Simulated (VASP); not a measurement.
Here is a VASP 6.6.1 calculation.

INCAR

```
SYSTEM = Ag4Sb3
ALGO     = Fast           ! electronic algorithm
EDIFF    = 1E-6           ! SCF threshold, eV
ENCUT    = 520            ! plane-wave cutoff, eV
ISIF     = 2              ! what is computed and relaxed
ISMEAR   = -1             ! smearing method
LASPH    = .TRUE.         ! aspherical terms in the spheres
LCHARG   = .FALSE.        ! write CHGCAR
LREAL    = .FALSE.        ! projectors in reciprocal space
LWAVE    = .FALSE.        ! write WAVECAR
NBANDS   = 72             ! bands
NELM     = 100            ! most SCF steps
PREC     = Accurate       ! precision mode
SIGMA    = 0.1            ! smearing width, eV
```

File KPOINTS:

```
Automatic mesh
0
Gamma
  3 3 3
  0.5 0 0.5
```

Contents of POSCAR:

```
Ag4Sb3
1.0
   -4.3841892000      4.3326950200      4.4401172200
    4.3791317700     -4.3129083000      4.4152720700
    4.3465124100      4.2752315100     -4.4203305000
Ag Sb
8 6
Direct
    0.1609830000      0.1581100000      0.1667010000
    0.8698550000      0.5032550000      0.0138580000
    0.4954650000      0.9887690000      0.3521000000
    0.0129180000      0.8549400000      0.4994810000
    0.3431950000      0.5034570000      0.0107610000
    0.6387160000      0.6464360000      0.6785820000
    0.0163570000      0.3555000000      0.5111970000
    0.5075180000      0.0026770000      0.8703450000
    0.2187350000      0.5966660000      0.3619200000
    0.3447590000      0.2203400000      0.5805700000
    0.7590410000      0.8841990000      0.1252040000
    0.1026330000      0.7488940000      0.8422480000
    0.6425310000      0.3686350000      0.2679230000
    0.8670410000      0.1111520000      0.7372670000
```

Potentials or basis: VASP PAW LDA potentials, release 64 (Ag, Sb).

Run with:

```console
$ cat potpaw_LDA.64/Ag/POTCAR potpaw_LDA.64/Sb/POTCAR > POTCAR
$ mpirun -np 1 vasp_std > vasp.out
```

Problem. Estimate the largest force.

Solution. 0.882 eV/Å.

Problem. Estimate the pressure.

Solution. -6.9 GPa.

Problem. Predict the band gap on the k mesh.

Solution. None (metal or under the smearing width).

Forces on the atoms (eV/Å):
```
Ag  -0.203 -0.224  0.394
Ag   0.090 -0.831 -0.280
Ag  -0.426 -0.322  0.128
Ag  -0.292  0.052 -0.284
Ag   0.169 -0.185 -0.119
Ag   0.069  0.103  0.138
Ag  -0.131  0.392 -0.527
Ag  -0.228 -0.443  0.237
Sb   0.030  0.453  0.658
Sb   0.445  0.653  0.132
Sb   0.034  0.177 -0.448
Sb   0.161  0.231 -0.144
Sb   0.072 -0.284  0.042
Sb   0.208  0.227  0.073
```

Spin-orbit coupling is left out, which matters for the levels of Sb.
